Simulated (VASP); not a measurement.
Input:

```
LiCl
1.0
    0.00000     2.48123     2.48123
    2.48123     0.00000     2.48123
    2.48123     2.48123     0.00000
Li Cl
1 1
Direct
  0.00000   0.00000   0.00000
  0.50000   0.50000   0.50000
```

Computed with LDA (Ceperley-Alder, Perdew-Zunger), VASP's LDA PAW potentials (set 64) (plane waves; VASP). Numerical set-up: 520 eV cut-off, 8×8×8 Γ-centred mesh, Gaussian smearing of 0.050 eV, potentials Li_sv Cl.

### Question
What does the run give for the energy per atom (σ→0), band gap (on the k-mesh) with the smallest direct gap where there is one?

### Answer

The band gap (on the k-mesh) is 6.51 eV, the smallest direct gap (on the k-mesh) is 6.62 eV and the energy per atom (σ→0) is -4.048 eV/atom.

Only differences to runs with the same potentials and settings are physical.

The structure comes from a computed database's LiCl entry (Fm-3m); how it stands against other phases isn't given here. It was relaxed first, which changed the volume by -7 %. The start is the result of an earlier pass.
